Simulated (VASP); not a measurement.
Level of theory: r2SCAN+rVV10, VASP's PBE PAW potentials (set 64) (plane waves; VASP).

The input files of a VASP run:

### INCAR
```
! general
SYSTEM    =  C
PREC      =  Accurate
ENCUT     =  520
LREAL     =  .FALSE.
LASPH     =  .TRUE.

! electronic loop
EDIFF     =  1E-6
NELM      =  100
ALGO      =  Normal
LMIXTAU   =  .TRUE.

! smearing
ISMEAR    =  0
SIGMA     =  0.05

! functional
METAGGA   =  R2SCAN
LUSE_VDW  =  .TRUE.
BPARAM    =  11.95
CPARAM    =  0.0093

! ions
IBRION    =  2
NSW       =  60
ISIF      =  3
EDIFFG    =  -0.01

! output
LWAVE     =  .FALSE.
LCHARG    =  .FALSE.
```

### KPOINTS
```
Automatic mesh
0
Gamma
11 11 11
0 0 0
```

### POSCAR
```
C
1.0
  0.0000000000   1.7835000000   1.7835000000
  1.7835000000   0.0000000000   1.7835000000
  1.7835000000   1.7835000000   0.0000000000
C
2
direct
  0.0000000000   0.0000000000   0.0000000000
  0.2500000000   0.2500000000   0.2500000000
```

POTCAR, in this order: C (PBE.64 set). Program: vasp_std.

What VASP printed:

### OSZICAR
```
       N       E                     dE             d eps       ncg     rms          rms(c)
DAV:   1    -0.546168481538E+01   -0.54617E+01   -0.51085E+03   936   0.101E+03
DAV:   2    -0.217845445751E+02   -0.16323E+02   -0.15964E+02  1432   0.111E+02
DAV:   3    -0.218755360207E+02   -0.90991E-01   -0.90991E-01   928   0.107E+01
DAV:   4    -0.218756716796E+02   -0.13566E-03   -0.13566E-03  1304   0.423E-01
DAV:   5    -0.218756717382E+02   -0.58590E-07   -0.58590E-07   952   0.527E-03    0.511E+00
DAV:   6    -0.193790959994E+02    0.24966E+01   -0.33047E-01  1088   0.630E+00    0.423E+00
DAV:   7    -0.222429746453E+02   -0.28639E+01   -0.13998E+00  1056   0.891E+00    0.102E+00
DAV:   8    -0.194116196828E+02    0.28314E+01   -0.41974E-01   992   0.570E+00    0.110E+00
DAV:   9    -0.195685401491E+02   -0.15692E+00   -0.26724E-02   992   0.214E+00    0.176E-01
DAV:  10    -0.195788559519E+02   -0.10316E-01   -0.72467E-03  1144   0.981E-01    0.169E-01
DAV:  11    -0.195782574855E+02    0.59847E-03   -0.10451E-04   920   0.116E-01    0.144E-01
DAV:  12    -0.195806947885E+02   -0.24373E-02   -0.55656E-04   896   0.302E-01    0.224E-02
DAV:  13    -0.195807320044E+02   -0.37216E-04   -0.12180E-05  1256   0.480E-02    0.160E-02
DAV:  14    -0.195807334685E+02   -0.14641E-05   -0.93165E-07   728   0.113E-02    0.221E-02
DAV:  15    -0.195807328109E+02    0.65761E-06   -0.10846E-06   928   0.113E-02
   1 F= -.19580733E+02 E0= -.19580733E+02  d E =-.195807E+02
       N       E                     dE             d eps       ncg     rms          rms(c)
DAV:   1    -0.195802420794E+02    0.49139E-03   -0.40358E-02  1072   0.209E+00    0.161E-01
DAV:   2    -0.195803495642E+02   -0.10748E-03   -0.90268E-04   920   0.310E-01    0.997E-02
DAV:   3    -0.195799369329E+02    0.41263E-03   -0.33440E-04  1016   0.244E-01    0.141E-02
DAV:   4    -0.195804287122E+02   -0.49178E-03   -0.24736E-04   896   0.170E-01    0.443E-03
DAV:   5    -0.195804371650E+02   -0.84528E-05   -0.80791E-06   944   0.279E-02    0.113E-03
DAV:   6    -0.195804400657E+02   -0.29007E-05   -0.19427E-06   896   0.187E-02    0.147E-03
DAV:   7    -0.195804411267E+02   -0.10610E-05   -0.56867E-07   448   0.969E-03    0.531E-04
DAV:   8    -0.195804411738E+02   -0.47045E-07   -0.10384E-08   448   0.144E-03
   2 F= -.19580441E+02 E0= -.19580441E+02  d E =0.291637E-03
       N       E                     dE             d eps       ncg     rms          rms(c)
DAV:   1    -0.195811002582E+02   -0.65913E-03   -0.12776E-02  1056   0.117E+00    0.903E-02
DAV:   2    -0.195811386100E+02   -0.38352E-04   -0.29507E-04   920   0.176E-01    0.561E-02
DAV:   3    -0.195810096044E+02    0.12901E-03   -0.10645E-04  1024   0.137E-01    0.797E-03
DAV:   4    -0.195811603736E+02   -0.15077E-03   -0.79869E-05   896   0.958E-02    0.253E-03
DAV:   5    -0.195811642489E+02   -0.38753E-05   -0.27866E-06   936   0.164E-02    0.643E-04
DAV:   6    -0.195811639700E+02    0.27890E-06   -0.61854E-07   496   0.107E-02
   3 F= -.19581164E+02 E0= -.19581164E+02  d E =-.431159E-03
```

OUTCAR:
```
------------------------ aborting loop because EDIFF is reached ----------------------------------------
  FORCE on cell =-STRESS in cart. coord.  units (eV):
  Direction    XX          YY          ZZ          XY          YZ          ZX
  --------------------------------------------------------------------------------------
  Total       -0.0022945     -0.0022945     -0.0022945      0.0000000      0.0000000      0.0000000
  in kB       -0.3256929     -0.3256929     -0.3256929      0.0000000      0.0000000      0.0000000
  external PRESSURE =      -0.3256929 kB  Pullay stress =       0.0000000 kB
  volume of cell :       11.29
      direct lattice vectors                 reciprocal lattice vectors
     0.000000000  1.780399738  1.780399738    -0.280835809  0.280835809  0.280835809
     1.780399738  0.000000000  1.780399738     0.280835809 -0.280835809  0.280835809
     1.780399738  1.780399738 -0.000000000     0.280835809  0.280835809 -0.280835809
 POSITION                                       TOTAL-FORCE (eV/Angst)
 -----------------------------------------------------------------------------------
      0.00000      0.00000      0.00000         0.000000      0.000000     -0.000000
      0.89020      0.89020      0.89020        -0.000000     -0.000000      0.000000
 -----------------------------------------------------------------------------------
    total drift:                                0.000000      0.000000      0.000000
  FREE ENERGIE OF THE ION-ELECTRON SYSTEM (eV)
  ---------------------------------------------------
  free  energy   TOTEN  =       -19.5811639700 eV

  energy  without entropy=      -19.5811639700  energy(sigma->0) =      -19.58116397

 reached required accuracy - stopping structural energy minimisation
```
(Selected blocks of OUTCAR.)

CONTCAR:
```
C
   1.00000000000000
     0.0000000000000000    1.7803997375269551    1.7803997375269551
     1.7803997375269551    0.0000000000000000    1.7803997375269551
     1.7803997375269551    1.7803997375269551   -0.0000000000000000
  C
     2
Direct
     0.0000000000000000    0.0000000000000000    0.0000000000000000
     0.2500000000000000    0.2500000000000000    0.2500000000000000
```

The compound is C in the diamond structure. This run relaxes it. Symmetry was kept, so distortions that lower it aren't found.
